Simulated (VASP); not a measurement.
Wanted: the native input for a VASP 6.6.1 run.

| Property | Result |
| --- | --- |
| Task | single point |
| Functional | PBE |
| Dispersion | D3(BJ) |
| Potentials or basis | VASP PAW PBE potentials, release 64 (Rb_sv, Hg, H, F) |
| Cutoff | 520 eV |
| k mesh | 10 × 10 × 4 |
| Occupations | gaussian, width 0.1 eV |
| Spin | no spin polarisation |
| Dipole correction | no |
| Further INCAR settings | ALGO = Fast; EDIFF = 1e-06; NBANDS = 32 |

The structure of Rb2HgHF2 lies in POSCAR:

```
Rb2HgHF2
1.0
    3.6793853841      0.0000000000      0.0000000000
    0.0000000000      3.6793853841      0.0000000000
    0.0000000000      0.0000000000     12.7127494399
Rb Hg H F
2 1 1 2
Direct
    0.0000000000      0.0000000000      0.1354119278
    0.0000000000      0.0000000000      0.8645880722
    0.0000000000      0.0000000000      0.5000000000
    0.5000000000      0.5000000000      0.0000000000
    0.0000000000      0.0000000000      0.6769877772
    0.0000000000      0.0000000000      0.3230122228
```

The cell was built by a generator and needn't be a form met in nature.

One way to write it, as run:

INCAR

```
PREC = Accurate ; ENCUT = 520
EDIFF = 1E-6 ; ISMEAR = 0
SIGMA = 0.1 ; LREAL = F
LASPH = T ; NELM = 100
ALGO = Fast ; ISIF = 2
LWAVE = F ; LCHARG = F
GGA = PE ; IVDW = 12
NBANDS = 32
```

KPOINTS

```
Automatic mesh
0
Gamma
  10 10 4
```

Potentials or basis: VASP PAW PBE potentials, release 64 (Rb_sv, Hg, H, F).

Launch:

```console
$ cat potpaw_PBE.64/Rb_sv/POTCAR potpaw_PBE.64/Hg/POTCAR potpaw_PBE.64/H/POTCAR potpaw_PBE.64/F/POTCAR > POTCAR
$ mpirun -np 1 vasp_std > vasp.out
```

It gave:

```yaml
Pressure: 0.1 GPa
Largest_force: 0.038 eV/Å
Band_gap_on_the_k_mesh: none (metal or under the smearing width)
Dispersion_energy_per_atom: -0.117 eV
```

Caveat: an odd number of electrons without spin polarisation forces a metal; a magnetic or distorted state may lie lower; pairwise dispersion overbinds metals, which lowers pressure and volume.

Run time: 7.3 min on 1 thread of Intel(R) Xeon(R) Platinum 8488C (Sapphire Rapids) (shared host), peak memory 0.5 GiB.
